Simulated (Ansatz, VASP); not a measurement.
# Ir (Iridium): VASP beside Ansatz

Wanted: the spread between two codes on one cell, functional and k mesh. The cell is a member of a volume series, scaled by 1.015 from a relaxed one, so a pressure remains.

Method: plane waves, with VASP 6.6.1 beside it; single point at BLYP, in Ansatz 0.2.0.

### Step 1. The structure

Symmetry: Fm-3m, No. 225, cubic system. The conventional cell has a = 3.965 Å, b = 3.965 Å, c = 3.965 Å, α = 90.00°, β = 90.00°, γ = 90.00°. Nearest to Ir lie 12 Ir at 2.80 Å.

### Step 2. VASP: single point, BLYP, volume scaled by 1.015

With cell and atoms fixed, the geometry can't cause a difference; cores, projectors, grids and the points listed under the comparison can.

Lines of VASP's logs that name or quote its potential files are left out, and so is its time.

The input asks for a relaxation, which ended at its first step since no free force or stress exceeded the threshold; so it serves as a single point.

File INCAR:

```
SYSTEM = Ir
PREC = Accurate
ENCUT = 450
EDIFF = 1E-06
NELM = 100
ISMEAR = 1
SIGMA = 0.15
LREAL = .FALSE.
ALGO = Normal
GGA = B5
ALDAX = 1
AGGAX = 1
AGGAC = 1
ALDAC = 0
NBANDS = 10
LASPH = .TRUE.
LORBIT = 11
LWAVE = .FALSE.
LCHARG = .FALSE.
KPAR = 8
IBRION = 2
NSW = 30
ISIF = 4
EDIFFG = -0.01
```

File POSCAR:

```
Ir
1.0
    0.0000000000      1.9825751812      1.9825751812
    1.9825751812      0.0000000000      1.9825751812
    1.9825751812      1.9825751812      0.0000000000
Ir
1
Direct
    0.0000000000      0.0000000000      0.0000000000
```

File KPOINTS:

```
Automatic mesh
0
Gamma
20 20 20
0 0 0
```

Potentials, in the order of the species: Ir (PBE family, release 64).

Run with:

```bash
mpirun -np 8 vasp_std
```

Numbers of over 12 decimals in the logs are rounded to 6 here.

Output:

```text
[banner, memory and clock lines left out]
running    8 mpi-ranks, on    1 nodes
 distrk:  each k-point on    1 cores,    8 groups
 distr:  one band on    1 cores,    1 groups

 POSCAR found type information on POSCAR Ir
 POSCAR found :  1 types and       1 ions
|                                                                             |
|           W    W    AA    RRRRR   N    N  II  N    N   GGGG   !!!           |
|           W    W   A  A   R    R  NN   N  II  NN   N  G    G  !!!           |
|           W    W  A    A  R    R  N N  N  II  N N  N  G       !!!           |
|           W WW W  AAAAAA  RRRRR   N  N N  II  N  N N  G  GGG   !            |
|           WW  WW  A    A  R   R   N   NN  II  N   NN  G    G                |
|           W    W  A    A  R    R  N    N  II  N    N   GGGG   !!!           |
|                                                                             |
|     For optimal performance we recommend to set                             |
|       NCORE = 2 up to number-of-cores-per-socket                            |
|     NCORE specifies how many cores store one orbital (NPAR=cpu/NCORE).      |
|     This setting can greatly improve the performance of VASP for DFT.       |
|     The default, NCORE=1 might be grossly inefficient on modern             |
|     multi-core architectures or massively parallel machines. Do your        |
|     Unfortunately you need to use the default for GW and RPA                |
|     calculations (for HF NCORE is supported but not extensively tested      |
|     yet).                                                                   |
|                                                                             |

|                                                                             |
|               ----> ADVICE to this user running VASP <----                  |
|                                                                             |
|     You enforced a specific xc type in the INCAR file but a different       |
|     [... a line on the potential file left out ...]
|     I HOPE YOU KNOW WHAT YOU ARE DOING!                                     |
|                                                                             |

 LDA part: xc-table for (Slater(with rela. corr.)+VWN5), standard interpolation
 POSCAR, INCAR and KPOINTS ok, starting setup
 FFT: planning ... GRIDC
 FFT: planning ... GRID_SOFT
 FFT: planning ... GRID
 WAVECAR not read
 entering main loop
       N       E                     dE             d eps       ncg     rms          rms(c)
DAV:   1     0.446368223890E+02    0.44637E+02   -0.39480E+03  5240   0.713E+02
DAV:   2    -0.712060868165E+01   -0.51757E+02   -0.48708E+02  5232   0.182E+02
DAV:   3    -0.798996732706E+01   -0.86936E+00   -0.86459E+00  5988   0.286E+01
DAV:   4    -0.799792268643E+01   -0.79554E-02   -0.79539E-02  5820   0.258E+00
DAV:   5    -0.799809039411E+01   -0.16771E-03   -0.16770E-03  5870   0.356E-01    0.118E+01
DAV:   6    -0.751307544486E+01    0.48501E+00   -0.10291E+00  5718   0.118E+01    0.421E+00
DAV:   7    -0.744956899940E+01    0.63506E-01   -0.22127E-01  6090   0.503E+00    0.124E+00
DAV:   8    -0.744832750581E+01    0.12415E-02   -0.16005E-03  5520   0.371E-01    0.105E+00
DAV:   9    -0.744495793115E+01    0.33696E-02   -0.22026E-03  5644   0.608E-01    0.236E-02
DAV:  10    -0.744496939791E+01   -0.11467E-04   -0.14915E-05  7126   0.367E-02    0.340E-02
DAV:  11    -0.744497476848E+01   -0.53706E-05   -0.48707E-06  5434   0.241E-02    0.157E-03
DAV:  12    -0.744497470365E+01    0.64831E-07   -0.44875E-08  2842   0.252E-03
   1 F= -.74449747E+01 E0= -.74456038E+01  d E =-.744497E+01
 curvature:   0.00 expect dE= 0.000E+00 dE for cont linesearch  0.000E+00
 trial: gam= 0.00000 g(F)=  0.213E-63 g(S)=  0.138E-32 ort = 0.000E+00 (trialstep = 0.100E+01)
 search vector abs. value=  0.100E-09
 reached required accuracy - stopping structural energy minimisation
```

Parts of OUTCAR (step 2):

```text
ion  position               nearest neighbor table
   1  0.000  0.000  0.000-

  LATTYP: Found a face centered cubic cell.
 ALAT       =     3.9651503624

 Subroutine GETGRP returns: Found 48 space group operations
 (whereof 48 operations were pure point group operations)

The static configuration has the point symmetry O_h .

 Found    256 irreducible k-points:

   k-points           NKPTS =    256   k-points in BZ     NKDIM =    256   number of bands    NBANDS=     10

   dimension x,y,z NGX =    20 NGY =   20 NGZ =   20
   dimension x,y,z NGXF=    40 NGYF=   40 NGZF=   40

   ENCUT  =  450.0 eV  33.07 Ry    5.75 a.u.   4.85  4.85  4.85*2*pi/ulx,y,z

   NELECT =       9.0000    total number of electrons

 k-points in reciprocal lattice and weights: Automatic mesh
   0.00000000  0.00000000  0.00000000       0.000
   0.05000000  0.00000000  0.00000000       0.001
   0.10000000  0.00000000  0.00000000       0.001
   0.15000000  0.00000000  0.00000000       0.001
   0.20000000  0.00000000  0.00000000       0.001
   0.25000000  0.00000000  0.00000000       0.001
   0.30000000  0.00000000  0.00000000       0.001
   0.35000000  0.00000000  0.00000000       0.001
   0.40000000  0.00000000  0.00000000       0.001
[...]
-0.30000000  0.50000000  0.20000000       0.002
  -0.25000000  0.50000000  0.25000000       0.001

 average (electrostatic) potential at core
       1 -49.7857

 E-fermi :   9.3185

 k-point     1 :       0.0000    0.0000    0.0000
  band No.  band energies     occupation
    ...
      2       6.0123      2.00000
      3       6.0123      2.00000
      4       6.0123      2.00000
      5       8.3024      2.00000
      6       8.3024      2.00000
      7      24.1830      0.00000
      8      29.0660      0.00000
      9      29.0660      0.00000
     10      29.0660      0.00000

 k-point     2 :       0.0500    0.0000    0.0000
  band No.  band energies     occupation
    ...
      2       5.9638      2.00000
      3       6.0550      2.00000
      4       6.0550      2.00000
      5       8.2772      2.00000
      6       8.2772      2.00000
      7      24.3480      0.00000
      8      28.5063      0.00000
      9      29.2233      0.00000
     10      29.2233      0.00000

 k-point     3 :       0.1000    0.0000    0.0000
  band No.  band energies     occupation
    ...
      2       5.8353      2.00000
      3       6.1704      2.00000
      4       6.1704      2.00000
      5       8.2184      2.00000
      6       8.2184      2.00000
      7      24.8079      0.00000
      8      27.3013      0.00000
      9      29.6822      0.00000
     10      29.6822      0.00000

  Total       -0.4067040     -0.4067040     -0.4067040      0.0000000      0.0000000      0.0000000
  in kB      -41.8090279    -41.8090279    -41.8090279      0.0000000      0.0000000      0.0000000
  external PRESSURE =     -41.8090279 kB  Pullay stress =       0.0000000 kB

  energy-cutoff  :      450.00
  volume of cell :       15.59
      direct lattice vectors                 reciprocal lattice vectors
     0.000000000  1.982575181  1.982575181    -0.252197246  0.252197246  0.252197246
     1.982575181  0.000000000  1.982575181     0.252197246 -0.252197246  0.252197246
     1.982575181  1.982575181  0.000000000     0.252197246  0.252197246 -0.252197246

 POSITION                                       TOTAL-FORCE (eV/Angst)
 -----------------------------------------------------------------------------------
      0.00000      0.00000      0.00000        -0.000000     -0.000000     -0.000000
 -----------------------------------------------------------------------------------
    total drift:                                0.000000      0.000000     -0.000000

  FREE ENERGIE OF THE ION-ELECTRON SYSTEM (eV)
  ---------------------------------------------------
  free  energy   TOTEN  =        -7.4449747037 eV

  energy  without entropy=       -7.4468621341  energy(sigma->0) =       -7.44560385

 reached required accuracy - stopping structural energy minimisation

 total charge
# of ion       s       p       d       tot
------------------------------------------
    1        0.623   0.592   6.944   8.160

[... 3 further parts left out ...]
```

CONTCAR:

```
Ir
   1.00000000000000
     0.0000000000000000    1.9825751812000001    1.9825751812000001
     1.9825751812000001    0.0000000000000000    1.9825751812000001
     1.9825751812000001    1.9825751812000001    0.0000000000000000
  Ir
     1
Direct
     0.0000000000000000    0.0000000000000000    0.0000000000000000
```

This run has no spin polarisation. Its electron count is odd, so without a moment it is a metal by construction. The PAW data sets were made with PBE, which is usual practice but a small mismatch for other functionals. The run keeps the 48 symmetry operations of its start, so it cannot find a distortion of lower symmetry.

### Step 3. Ansatz: single point, BLYP, volume scaled by 1.015

Ansatz runs on its default PAW (the set named soft_2) files.

The same cell, functional (in two slightly different forms), mesh and smearing now go to Ansatz, which takes its cutoff from its data sets.

File input.yaml:

```yaml
crystal:
  lattice:
    - [0.0, 1.98257518, 1.98257518]
    - [1.98257518, 0.0, 1.98257518]
    - [1.98257518, 1.98257518, 0.0]
  atoms:
    - { symbol: Ir, position: [0.0, 0.0, 0.0] }
hamiltonian:
  xc: blyp
  pseudopotentials: { kind: paw }
kpoints:
  mp_grid: { grid: [20, 20, 20] }
scf:
  occupations: { method: methfessel_paxton, width: 0.15 }
  n_extra_bands: 4
output:
  forces: true
  stress: true
  eigenvalues: true
  write_density: true
  write_potential: true
  elf: true
  volumetric_format: npy
```

Run with:

```bash
ansatz run input.yaml --threads 2 --pin off --max-ram 4608MiB --backend cpu --events-out ev --progress --plain --runs-dir out
```

Output:

```text
scf.n_extra_bands = 4 over 9 filled bands (N_el = 17.0): the run solves 13 bands
Engine: ansatz 0.2.0, aarch64-unknown-linux-gnu
Pseudopotentials: kind: paw
Pseudopotential: Ir, paw, valence charge 17, recommended cutoff 420 eV (normal), Ir.paw.azcp
Functional definition: BLYP
  parameter beta = 0.0042
  parameter a = 0.04918
  parameter b = 0.132
  parameter c = 0.2533
  parameter d = 0.349
  exchange = b88_x(beta = beta)
  correlation = lyp_c(a = a, b = b, c = c, d = d)
Crystal: 1 atoms, lattice volume = 15.585 Å³
Basis set: ecut = 420 eV, 307 PW (Γ), exchange–correlation on 40×40×40 points (8 copies of the dense FFT grid, shifted against one another)
Bands: 13, of which v1, the nominal top of the filled ones, is band 9 counted from 1 (8 counted from 0)
Symmetry: 48 space group operations
Space group: Fm-3m (ITA 225), of the structure as read, at distance tolerance 2.5e-5 Å
k-points: 256 of 8000
Non-local potential: Ir, projectors of the file, l = 0: 3, l = 1: 2, l = 2: 2, l = 3: 1
PAW form: soft (Blöchl's): semilocal exchange-correlation on the pseudo side does not see the compensation charge
PAW frozen core: Ir, regenerated for the run's functional, and the local potential with it (the file was generated under x = pbe(κ = 0.804, μ = 0.219515), c = pbe(β = 0.066725))
PAW one-centre angular grid: Ir, 590 points (default); XC on 64 Gauss nodes
Initial density: superposition of atomic densities (neutral atoms: chi_scale 0, normalization atom), corrected by the library's trained network
Initial wavefunctions: pseudopotential atomic-orbital guess
Functional: x = b88, c = lyp
SCF iter   1: F=—  HF=-11960.721504 eV  |F-HF|=—  |Δ(HF+E_count)|=         —  Δρ=1.15e-2  dr2=2.01e-2  ethr=1.77e-3  ⟨swp⟩=5.0  Hψ=16395  notcnv=0
preconditioner: auto → none  [metal: Δε(μ)=0.008 eV  Ē_g=13.201 eV  σ=0.150 eV  W_gap=0.05  n_scr=8 (ndim 8)  ℏωp=28.2 eV  f_vac=0.000  D(μ)=0.76/eV (n_scr^D=8)  sad-step TF]
SCF iter   2: F=—  HF=-11960.718068 eV  |F-HF|=—  |Δ(HF+E_count)|=   3.44e-3  S|Δr|=    0.00e0  Δρ=5.82e-3  dr2=4.58e-3  ethr=1.18e-4  ⟨swp⟩=1.0  Hψ=5376  notcnv=0
SCF iter   3: F=—  HF=-11960.717587 eV  |F-HF|=—  |Δ(HF+E_count)|=   4.81e-4  S|Δr|=    0.00e0  Δρ=8.11e-4  dr2=5.62e-5  ethr=2.69e-5  ⟨swp⟩=2.2  Hψ=4228  notcnv=0
SCF iter   4: F=—  HF=-11960.717615 eV  |F-HF|=—  |Δ(HF+E_count)|=   2.84e-5  S|Δr|=    0.00e0  Δρ=7.05e-5  dr2=5.72e-7  ethr=3.30e-7  ⟨swp⟩=2.1  Hψ=4434  notcnv=0
SCF iter   5: F=-11960.717615 eV  HF=-11960.717615 eV  |F-HF|=8.44e-10  |Δ(HF+E_count)|=  3.13e-10  S|Δr|=    0.00e0  Δρ=3.92e-6  dr2=8.26e-10  ethr=5.88e-10  ⟨swp⟩=8.5  Hψ=20990  notcnv=0
SCF 1 converged in 5 iterations: F = -11960.717615 eV  dr2 = 8.26e-10
  greatest PAW one-centre occupation: 1.000 electrons in one spin orbital (limit 2), on the Ir atom at site 0 (counted from 0), in its partial waves of l = 0
SCF converged after 5 iterations
Stability not checked: this state was not tested for a lower state beside it, because cold or Methfessel-Paxton smearing, or corrected tetrahedra, fill the levels in a way that the test cannot read (fill_not_monotonic; see scf.lower_state_search)
Free energy (F): -11960.717615 eV
Harris-Foulkes:  -11960.717615 eV  (|F-HF|=8.44e-10)
Internal energy: -11960.719538 eV  (E = F + TS)
E sigma→0 (E₀):  -11960.718096 eV
Entropy (-TS):   0.001923 eV (1.923 meV/atom)
Fermi energy:    23.265032 eV
--- Per-component energies (eV) ---
  E_band       = -116.966468
  E_kinetic    = 621.076472
  E_local      = -1177.824408  (includes V_loc(G=0)·N_el)
  E_nonlocal   = 71.720429
  E_hartree    = 445.927728
  E_xc         = -263.025980
  E_vxc        = -293.296711  (∫ρ·V_xc dr)
  E_paw        = -9252.795831  (= ΣΔE_a)
  E_vpaw       = -230.497785  (= ΣTr[D̂ρ^β])
  E_aug_tail   = 0.000040  (compensation charges beyond the density's cutoff)
  E_ewald      = -2405.948139
  E_core_change = 0.150151  (= ΣΔE_core)
  E_smearing   = 0.001923  (= −TS)
  E_closure    = 0.000000  (closes the sum)
  Σ components = -11960.717615   (vs F -11960.717615, Δ=0.00e0)
--- Forces (eV/Å), atoms counted from 1 ---
  atom   1  Ir    -0.00000000     0.00000000    -0.00000000
  max |Σ_I F_I| component: 4.11e-33 eV/Å
--- Stress (GPa, compression-positive) ---
       -6.319576      -0.000000      -0.000000
        0.000000      -6.319576       0.000000
        0.000000       0.000000      -6.319576
  P = ⅓ Tr σ = -6.3196 GPa (-63.196 kbar)
--- Band table (eV; the first three rows and the last of 256) ---
  k-point 0: bands = [... 5 lower, 19.9731, 19.9731, 19.9731, 22.2542, 22.2542, 37.5162, 42.3590, 42.3590]
  k-point 1: bands = [... 5 lower, 19.9243, 20.0156, 20.0156, 22.2287, 22.2287, 37.6825, 41.8659, 42.5198]
  k-point 2: bands = [... 5 lower, 19.7949, 20.1301, 20.1301, 22.1695, 22.1695, 38.1479, 40.7653, 42.9911]
  k-point 255: bands = [... 5 lower, 19.1664, 19.1664, 21.7937, 24.5521, 30.6024, 31.8677, 31.8677, 35.8654]
```

It took 3.2 s on 2 threads of Arm Neoverse N1, shared host; peak memory 0.3 GiB; 5.7 s of CPU time.

In the SCF lines HF is the Harris–Foulkes energy and dr2 the Hartree energy of the density residual, in eV; the loop may stop once dr2 is under the threshold and the program's other checks hold. Hψ counts applications of the Hamiltonian.

The run ends at a pressure of -6.32 GPa.

### Step 4. Side by side

Known differences besides the potentials themselves: the data sets hold 17 valence electrons in Ansatz (default PAW (the set named soft_2) files) and 9 in VASP; the cutoff is 420 eV in Ansatz and 450 eV in VASP; Ansatz makes its cores anew for this functional, VASP keeps those of its PBE data sets; VASP's log shows a relativistic correction to its local exchange, Ansatz's none. Total energies have different zeros and are not compared.

Compared:

```csv
quantity,Ansatz,VASP,difference
pressure (GPa),-6.32,-4.18,-2.14
pressure without Ansatz's Pulay correction (GPa),-6.38,-4.18,-2.20
```

Ansatz's pressure holds a Pulay correction of 0.06 GPa; VASP's holds none.

### Step 5. Further runs

Further runs change the set-up of one program: Ansatz's method, potentials or start, or VASP's data sets, cutoff or form of LDA. The table gives Ansatz less VASP for each quantity, since a change that brings one quantity closer may part another.

```csv
run,pressure (GPa),pressure without Ansatz's Pulay correction (GPa)
as above,-2.1,-2.2
cores kept as stored,-2.1,-2.2
Ansatz's all-electron LAPW method,-2.1,
Ansatz's larger PAW set (cutoff 740 eV),-2.0,
norm-conserving potentials (cutoff 925 eV),-1.8,-1.8
```

### Step 6. What came out

| Property | Result |
| --- | --- |
| difference in pressure (single point, BLYP, volume scaled by 1.015) | -2.1 GPa |

In words: The difference in pressure is -2.1 GPa (single point, BLYP, volume scaled by 1.015), beyond the 1 GPa picked in this series as the mark of a large difference. For single point, BLYP, volume scaled by 1.015, no further run moves any of the tabulated differences by more than a quarter of its size. Such differences can come from data sets, numerical settings and the points named under the comparisons, not from the functional's error against experiment.

[Lines on the potential files, build, host, timing and source positions are cut from VASP's logs without a mark.]

[Logs are printed without paths, hosts, clocks, repeated set-up lines and the standing remarks that a program may print on its own settings, such as how far it seeks lower states.]

[Hosts, paths, dates, database ids (printed as entryN), source tags and the programs' standing remarks are cut or masked in the printed files.]
